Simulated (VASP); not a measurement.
# RPA total energies of BN (Qingsongite), part 6 of 6

How do semilocal functionals compare with the RPA for BN (Qingsongite), and at what cost? The scan starts from a database cell scaled to its smallest volume. The cell is of the zinc-blende type. The start is a cell from a database of measured crystal structures.

VASP 6.6.1, plane waves and PAW; the level of theory is named at each step.

So far. Step 31 (Exact exchange, volume ratio 1.06): The Hartree-Fock energy on these orbitals is -14.7226 eV an atom. Step 32 (Empty bands, volume ratio 1.06): WAVECAR now holds 296 bands for 8 electrons.

## Step 33: RPA correlation, volume ratio 1.06

This step: RPA correlation on PBE orbitals; plane waves and PAW (N_GW, B_GW) (VASP 6.6.1).

RPA correlation at this point.

INCAR reads:

```
SYSTEM = BN
PREC = Accurate
ENCUT = 470
ISMEAR = 0
SIGMA = 0.05
LREAL = .FALSE.
GGA = PE
NBANDS = 296
ALGO = ACFDT
ENCUTGW = 200
NOMEGA = 12
PRECFOCK = Fast
LWAVE = .FALSE.
LCHARG = .FALSE.
```

POSCAR reads:

```
BN
1.0
    0.0000000000      1.8429501765      1.8429501765
    1.8429501765      0.0000000000      1.8429501765
    1.8429501765      1.8429501765      0.0000000000
N B
1 1
Direct
    0.7500000000      0.7500000000      0.7500000000
    0.0000000000      0.0000000000      0.0000000000
```

KPOINTS reads:

```
Automatic mesh
0
Gamma
6 6 6
0 0 0
```

Potentials, in the order of the species: N_GW and B_GW (PBE family, release 64).

On the command line:

```bash
$ mpirun -np 8 vasp_std
```

What it wrote:

```text
[banner, memory and clock lines left out]
running    8 mpi-ranks, on    1 nodes
[...]
[... a notice as in an earlier step ...]

 LDA part: xc-table for (Slater+PW92), standard interpolation
 found WAVECAR, reading the header
 POSCAR, INCAR and KPOINTS ok, starting setup
[...]
reading WAVECAR
 the WAVECAR file was read successfully
 initial charge from wavefunction
 available memory per node:     31.44 GB, setting MAXMEM to     32195

 The Fermi energy was updated, please check that it is located mid-gap
 values below the HOMO (VB) or above the LUMO (CB) will cause erroneous energies
 E-fermi :   8.9582

 the WAVEDER file was read successfully
 set NWRITE>2 for more details about minimax calculation
 number of imaginary grid points requested:      12
 number of distinct grids requested:  1
 quadrature errors minimized for energies in [ 0.439E+01, 0.474E+03 ]
 bosonic grid (T=0, re) determined with error: 0.2502E-08
 bosonic grid (re): 0.2502E-08
[...]
NQ=  10    0.3333    0.3333    0.0000,
|.........|.........|.........|.........
 performed      30270000 updates of chi_q(r,r)
 total number of BLAS operations       1411.96 Gflops
NQ=  11    0.5000    0.3333    0.0000,
|.........|.........|.........|.........
 performed      33297000 updates of chi_q(r,r)
 total number of BLAS operations       1559.31 Gflops
NQ=  12   -0.3333    0.3333    0.0000,
|.........|.........|.........|.........
 performed      36324000 updates of chi_q(r,r)
 total number of BLAS operations       1718.21 Gflops
NQ=  13    0.5000    0.5000    0.0000,
|.........|.........|.........|.........
 performed      39351000 updates of chi_q(r,r)
 total number of BLAS operations       1923.21 Gflops
NQ=  14    0.5000    0.3333    0.1667,
|.........|.........|.........|.........
 performed      42378000 updates of chi_q(r,r)
 total number of BLAS operations       2094.10 Gflops
NQ=  15   -0.3333    0.3333    0.1667,
|.........|.........|.........|.........
 performed      45405000 updates of chi_q(r,r)
 total number of BLAS operations       2256.96 Gflops
NQ=  16   -0.3333    0.5000    0.1667,
|.........|.........|.........|.........
 performed      48432000 updates of chi_q(r,r)
 total number of BLAS operations       2411.96 Gflops
 entering main loop
```

Run time: 26 s. Hardware: 8 MPI ranks of AMD EPYC 9R45, shared host; peak memory 1.2 GiB; 3.3 min of CPU time.

Parts of OUTCAR (step 33):

```text
      cutoff energy     smooth cutoff   RPA   correlation   Hartree contr. to MP2
---------------------------------------------------------------------------------
            200.000           160.000      -12.0924260872      -18.7748705305
            190.476           152.381      -11.9840043381      -18.6466819683
            181.406           145.125      -11.8694948806      -18.5098410699
            172.768           138.214      -11.7492903791      -18.3645008543
            164.541           131.632      -11.6205279746      -18.2070930890
            156.705           125.364      -11.4868812041      -18.0417602508
            149.243           119.394      -11.3464572587      -17.8656792764
            142.136           113.709      -11.1972911822      -17.6759982549
  linear regression

[... 2 parts as in an earlier step ...]

[... 2 further parts left out ...]
[key lines of the parts left out:]
E-fermi :   8.9582
```

The correlation energy is -6.7106 eV an atom, -16 meV against the point before. With exact exchange the total is -21.4332 eV an atom.

## Step 34: Comparison: r2SCAN, volume ratio 1.06

This step: r2SCAN; plane waves and PAW (N_GW, B_GW) (VASP 6.6.1).

The comparison at this point.

INCAR reads:

```
SYSTEM = BN
PREC = Accurate
ENCUT = 470
EDIFF = 1E-06
NELM = 100
ISMEAR = 0
SIGMA = 0.05
LREAL = .FALSE.
ALGO = Normal
METAGGA = R2SCAN
LASPH = .TRUE.
NBANDS = 10
LWAVE = .FALSE.
LCHARG = .FALSE.
KPAR = 8
```

POSCAR is that of step 33.

KPOINTS is that of step 33.

On the command line:

```bash
$ mpirun -np 8 vasp_std
```

What it wrote:

```text
[... set-up lines as in an earlier step ...]
 entering main loop
       N       E                     dE             d eps       ncg     rms          rms(c)
DAV:   1     0.271955E+02    0.27195E+02   -0.51290E+03   320   0.837E+02
DAV:   2    -0.216166E+02   -0.48812E+02   -0.45770E+02   370   0.249E+02
DAV:   3    -0.228244E+02   -0.12078E+01   -0.12057E+01   414   0.356E+01
DAV:   4    -0.228290E+02   -0.45754E-02   -0.45749E-02   386   0.236E+00
[...]
DAV:  10    -0.190967E+02   -0.12542E-04   -0.67043E-04   370   0.272E-01    0.558E-03
DAV:  11    -0.190967E+02   -0.92890E-06   -0.10835E-05   368   0.351E-02    0.316E-03
DAV:  12    -0.190967E+02   -0.27001E-06   -0.53659E-07   226   0.743E-03
   1 F= -.19096652E+02 E0= -.19096652E+02  d E =-.128822E-24
```

It took 2.8 s on 8 MPI ranks; peak memory 0.75 GiB.

From OUTCAR (step 34):

```text
  Total       -1.8399919     -1.8399919     -1.8399919     -0.0000000      0.0000000      0.0000000
  in kB     -235.4809187   -235.4809187   -235.4809187     -0.0000000      0.0000000      0.0000000
  external PRESSURE =    -235.4809187 kB  Pullay stress =       0.0000000 kB

 POSITION                                       TOTAL-FORCE (eV/Angst)
 -----------------------------------------------------------------------------------
      2.76443      2.76443      2.76443         0.000000      0.000000      0.000000
      0.00000      0.00000      0.00000        -0.000000     -0.000000     -0.000000
 -----------------------------------------------------------------------------------
    total drift:                               -0.000001     -0.000001     -0.000001

  FREE ENERGIE OF THE ION-ELECTRON SYSTEM (eV)
  ---------------------------------------------------
  free  energy   TOTEN  =       -19.0966524602 eV

  energy  without entropy=      -19.0966524602  energy(sigma->0) =      -19.09665246

[... 2 parts as in an earlier step ...]

[... 1 further part left out ...]
[key lines of the parts left out:]
E-fermi :   6.9512
```

Its energy is -9.5483 eV an atom, on a zero of its own.

## Step 35: Orbitals for comparison: HSE06, volume ratio 1.06

This step: PBE; plane waves and PAW (N_GW, B_GW) (VASP 6.6.1).

Starting orbitals, as before.

INCAR reads:

```
SYSTEM = BN
PREC = Accurate
ENCUT = 470
EDIFF = 1E-05
NELM = 100
ISMEAR = 0
SIGMA = 0.05
LREAL = .FALSE.
ALGO = Normal
GGA = PE
NBANDS = 10
LORBIT = 11
LWAVE = .TRUE.
LCHARG = .FALSE.
KPAR = 8
```

POSCAR is that of step 34.

KPOINTS is that of step 34.

On the command line:

```bash
$ mpirun -np 8 vasp_std
```

What it wrote:

```text
[... set-up lines as in an earlier step ...]
 entering main loop
       N       E                     dE             d eps       ncg     rms          rms(c)
[... 10 cycles as in an earlier step ...]
DAV:  11    -0.174195E+02   -0.48319E-05   -0.84084E-06   348   0.282E-02
   1 F= -.17419511E+02 E0= -.17419511E+02  d E =-.117154E-23
 writing wavefunctions
```

It took 1 s on 8 MPI ranks; peak memory 0.73 GiB.

From OUTCAR (step 35):

```text
  Total       -1.4745654     -1.4745654     -1.4745654      0.0000000     -0.0000000      0.0000000
  in kB     -188.7138753   -188.7138753   -188.7138753      0.0000000     -0.0000000      0.0000000
  external PRESSURE =    -188.7138753 kB  Pullay stress =       0.0000000 kB

  FREE ENERGIE OF THE ION-ELECTRON SYSTEM (eV)
  ---------------------------------------------------
  free  energy   TOTEN  =       -17.4195109901 eV

  energy  without entropy=      -17.4195109901  energy(sigma->0) =      -17.41951099

[... 3 parts as in an earlier step ...]

[... 1 further part left out ...]
[key lines of the parts left out:]
E-fermi :   7.1042
```

The run ends at a pressure of -18.87 GPa.

## Step 36: Comparison: HSE06, volume ratio 1.06

This step: HSE06; plane waves and PAW (N_GW, B_GW) (VASP 6.6.1).

The comparison at this point.

INCAR reads:

```
SYSTEM = BN
PREC = Accurate
ENCUT = 470
EDIFF = 1E-06
NELM = 100
ISMEAR = 0
SIGMA = 0.05
LREAL = .FALSE.
ALGO = Normal
LHFCALC = .TRUE.
AEXX = 0.25
GGA = PE
HFSCREEN = 0.2
LASPH = .TRUE.
NBANDS = 10
PRECFOCK = Fast
LWAVE = .FALSE.
LCHARG = .FALSE.
KPAR = 8
```

POSCAR is that of step 35.

KPOINTS is that of step 35.

The run starts from files that an earlier step left in the folder.

On the command line:

```bash
$ mpirun -np 8 vasp_std
```

What it wrote:

```text
[... set-up lines as in an earlier step ...]
 entering main loop
       N       E                     dE             d eps       ncg     rms          rms(c)
DAV:   1    -0.203014E+02   -0.20301E+02   -0.31600E-01   444   0.719E+00    0.378E-01
DAV:   2    -0.203019E+02   -0.43379E-03   -0.14000E-03   382   0.367E-01    0.244E-01
DAV:   3    -0.203011E+02    0.74577E-03   -0.47978E-04   444   0.217E-01    0.142E-01
DAV:   4    -0.203009E+02    0.19794E-03   -0.15937E-04   482   0.139E-01    0.816E-02
DAV:   5    -0.203009E+02    0.55961E-04   -0.38551E-05   478   0.818E-02    0.459E-02
DAV:   6    -0.203008E+02    0.15772E-04   -0.10144E-05   450   0.445E-02    0.258E-02
DAV:   7    -0.203008E+02    0.45406E-05   -0.26074E-06   360   0.231E-02    0.147E-02
DAV:   8    -0.203008E+02    0.13459E-05   -0.67588E-07   186   0.120E-02    0.848E-03
DAV:   9    -0.203008E+02    0.33733E-06   -0.27337E-07   186   0.664E-03
   1 F= -.20300836E+02 E0= -.20300836E+02  d E =-.143293E-20
```

Run time: 11 s. Hardware: 8 MPI ranks; peak memory 1.4 GiB; 81 s of CPU time.

OUTCAR, selected parts (step 36):

```text
 POSITION                                       TOTAL-FORCE (eV/Angst)
 -----------------------------------------------------------------------------------
      2.76443      2.76443      2.76443        -0.000000     -0.000000     -0.000000
      0.00000      0.00000      0.00000         0.000000      0.000000      0.000000
 -----------------------------------------------------------------------------------
    total drift:                               -0.000003     -0.000002     -0.000002

  FREE ENERGIE OF THE ION-ELECTRON SYSTEM (eV)
  ---------------------------------------------------
  free  energy   TOTEN  =       -20.3008356800 eV

  energy  without entropy=      -20.3008356800  energy(sigma->0) =      -20.30083568

[... 2 parts as in an earlier step ...]

[... 1 further part left out ...]
[key lines of the parts left out:]
E-fermi :   6.2145
```

Its energy is -10.1504 eV an atom, on a zero of its own.

## Step 37: Summary

This step: exact exchange and RPA correlation on PBE orbitals, beside r2SCAN, beside HSE06; plane waves and PAW (VASP 6.6.1).

Derived from the runs above.

This step gave:

- equilibrium volume, EXX+RPA: 5.987 Å³/atom
- bulk modulus: 396.8 GPa

Energy above the lowest point against volume; values in meV/atom:

```tsv
volume (Å³/atom)	PBE	EXX	EXX+RPA	r2SCAN	HSE06
5.551	35.1	12.0	39.6	24.8	14.4
5.728	10.3	0	12.4	5.07	0
5.905	0	3.52	0.164	0	0.168
6.082	1.76	20.1	0	6.97	12.3
6.260	15.8	49.5	13.4	26.2	36.7
```

Cost is wall time times ranks on a shared host; the RPA row holds all its steps. Fits of the equation of state:

```tsv
level	V0 (Å³/atom)	B0 (GPa)	fit error (meV/atom)	minimum inside the series	cost a point (core minutes)
PBE	5.962	378.6	0.1501	yes	0.14
EXX	5.777	432.8	0.114	yes	0.9
EXX+RPA	5.987	396.8	0.2251	yes	4.12
r2SCAN	5.889	388.7	0.1467	yes	0.36
HSE06	5.819	396.5	0.1438	yes	1.4
```

## Step 38: What came out

```
PBE     : V0 5.962 Å³/atom, B0 379 GPa
EXX     : V0 5.777 Å³/atom, B0 433 GPa
EXX+RPA : V0 5.987 Å³/atom, B0 397 GPa
r2SCAN  : V0 5.889 Å³/atom, B0 389 GPa
HSE06   : V0 5.819 Å³/atom, B0 396 GPa
```

What this shows: Exact exchange with RPA correlation puts the minimum at 5.987 Å³ an atom, with a bulk modulus of 397 GPa. PBE puts the volume 0.42 % below EXX+RPA, at roughly 1/29 of its cost. r2SCAN puts the volume 1.6 % below EXX+RPA, at roughly 1/11 of its cost. HSE06 puts the volume 2.8 % below EXX+RPA, at roughly 1/3 of its cost. Correlation widens the exact-exchange volume by 3.6 %. Neither mesh nor response cutoff was varied, so differences in volume under about 1 % aren't resolved. Exact exchange and correlation are taken on one coarse mesh and aren't self-consistent; the correlation energy is extrapolated in the response cutoff by the program, which at the first volume adds -687 meV an atom to the value at the highest cutoff and varies with the volume; a small fit error says nothing about that part. NBANDS follows the largest plane-wave count of any k point, which rises in steps with the volume. The cheaper functionals share the mesh. Not tabulated here, as repeats of values shown or as unfit to read for their mesh, reference level or band range: eps2 curves (empty bands); eps1 curves and static values (empty bands); gaps (empty bands).

[Long decimals in the printed logs are rounded to 6 places.]

[Lines on the potential files, build, host, timing and source positions are cut from VASP's logs without a mark.]

[Logs are printed without paths, hosts, clocks, repeated set-up lines and the standing remarks that a program may print on its own settings, such as how far it seeks lower states.]

[Hosts, paths, dates, database ids (printed as entryN), source tags and the programs' standing remarks are cut or masked in the printed files.]

[Measured values are set beside computed ones only where the two were judged alike; some that the calculation misses by far are left out.]

[Pressures printed for these runs are not shown converged in the cutoff: they can be off by several GPa and have the wrong sign.]
